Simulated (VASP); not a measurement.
Here is the system:

```xyz
6
Lattice="1.6281 -2.8199 0.0000 1.6281 2.8199 0.0000 0.0000 0.0000 12.8151" Properties=species:S:1:pos:R:3 pbc="T T T"
W      1.6281     0.9400     3.2038
W      1.6281    -0.9400     9.6114
Se     1.6281     0.9400    11.2801
Se     1.6281    -0.9400     4.8726
Se     1.6281    -0.9400     1.5350
Se     1.6281     0.9400     7.9426
```

These are LDA (Ceperley-Alder, Perdew-Zunger), VASP's LDA PAW potentials (set 64) (plane waves; VASP) values and carry that method's errors. Settings: 400 eV cut-off, 9×9×2 Γ-centred mesh, tetrahedra with Blöchl corrections, potentials W_sv Se.

The cores are frozen, which limits the accuracy of field gradients.

**Question.** Give the principal components of the electric field gradient (V/Å²) and the asymmetry η at each nucleus.

**Answer.** 
```tsv
atom	Vxx	Vyy	Vzz	η
W1	78.2	78.2	-156.5	0.00
W2	78.2	78.2	-156.5	0.00
Se3	37.4	37.4	-74.9	0.00
Se4	37.4	37.4	-74.9	0.00
Se5	37.4	37.4	-74.9	0.00
Se6	37.4	37.4	-74.9	0.00
```

The compound is WSe2 in the 2H layered structure. It was relaxed first.
